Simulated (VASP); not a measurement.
OSZICAR of a VASP run on Rb:

### OSZICAR
```
       N       E                     dE             d eps       ncg     rms          rms(c)
DAV:   1     0.178510042217E+04    0.17851E+04   -0.83678E+04  1264   0.108E+03
DAV:   2     0.187723353398E+03   -0.15974E+04   -0.15745E+04  1420   0.272E+02
DAV:   3    -0.195613837111E+02   -0.20728E+03   -0.20600E+03  1624   0.831E+01
DAV:   4    -0.282251077307E+02   -0.86637E+01   -0.86311E+01  1432   0.190E+01
DAV:   5    -0.287333821898E+02   -0.50827E+00   -0.50802E+00  1776   0.355E+00    0.739E+00
DAV:   6    -0.287018128846E+02    0.31569E-01   -0.15955E-01  1384   0.852E-01    0.447E+00
DAV:   7    -0.286946308168E+02    0.71821E-02   -0.10709E-01  1584   0.592E-01    0.313E-01
DAV:   8    -0.286949060394E+02   -0.27522E-03   -0.83882E-03  1568   0.181E-01    0.691E-02
DAV:   9    -0.286950240711E+02   -0.11803E-03   -0.22397E-04  1760   0.327E-02    0.320E-02
DAV:  10    -0.286950455022E+02   -0.21431E-04   -0.10993E-04  1296   0.208E-02    0.744E-03
DAV:  11    -0.286950462502E+02   -0.74798E-06   -0.53239E-06  1504   0.384E-03    0.105E-03
DAV:  12    -0.286950462639E+02   -0.13668E-07   -0.19094E-07  1000   0.859E-04
   1 F= -.28695046E+02 E0= -.28683548E+02  d E =-.344935E-01
 Found     1 degrees of freedom:
       N       E                     dE             d eps       ncg     rms          rms(c)
DAV:   1    -0.286940820128E+02    0.96424E-03   -0.44250E-01  1828   0.133E+00    0.812E-02
DAV:   2    -0.286949576059E+02   -0.87559E-03   -0.96040E-03  1872   0.216E-01    0.363E-02
DAV:   3    -0.286950097431E+02   -0.52137E-04   -0.74552E-04  2600   0.399E-02    0.242E-02
DAV:   4    -0.286950054467E+02    0.42964E-05   -0.83421E-06  2064   0.664E-03    0.182E-02
DAV:   5    -0.286950014005E+02    0.40462E-05   -0.52652E-06  2031   0.620E-03    0.933E-03
DAV:   6    -0.286950006987E+02    0.70174E-06   -0.28160E-06  2024   0.382E-03    0.360E-03
DAV:   7    -0.286950007469E+02   -0.48109E-07   -0.11234E-06  2262   0.120E-03    0.119E-03
DAV:   8    -0.286950007303E+02    0.16538E-07   -0.10803E-07  1106   0.894E-04
   2 F= -.28695001E+02 E0= -.28683503E+02  d E =-.344925E-01
       N       E                     dE             d eps       ncg     rms          rms(c)
DAV:   1    -0.286921006044E+02    0.29001E-02   -0.13769E+00  1780   0.219E+00    0.128E-01
DAV:   2    -0.286948644344E+02   -0.27638E-02   -0.29728E-02  1853   0.376E-01    0.555E-02
DAV:   3    -0.286950224298E+02   -0.15800E-03   -0.21140E-03  2696   0.689E-02    0.378E-02
DAV:   4    -0.286950109074E+02    0.11522E-04   -0.22974E-05  2080   0.109E-02    0.274E-02
DAV:   5    -0.286950011336E+02    0.97738E-05   -0.18245E-05  1933   0.112E-02    0.120E-02
DAV:   6    -0.286950007141E+02    0.41948E-06   -0.58748E-06  2184   0.464E-03    0.511E-03
DAV:   7    -0.286950007565E+02   -0.42364E-07   -0.15469E-06  2509   0.178E-03    0.171E-03
DAV:   8    -0.286950007297E+02    0.26768E-07   -0.22689E-07  1592   0.114E-03
   3 F= -.28695001E+02 E0= -.28683503E+02  d E =-.344925E-01
```

Q: Which electronic solver shows in the log?

A: It is blocked Davidson (ALGO = Normal, or the opening steps of other solvers). The INCAR had ALGO = Normal.

Q: Can the final energy be trusted as converged?

A: The calculation finished and met its thresholds. It stopped with EDIFF = 1E-7, NELM = 100 (LDA (Ceperley-Alder, Perdew-Zunger), plane waves, VASP's LDA PAW potentials (set 64)).

The cell is a supercell, built from Rb (bcc).
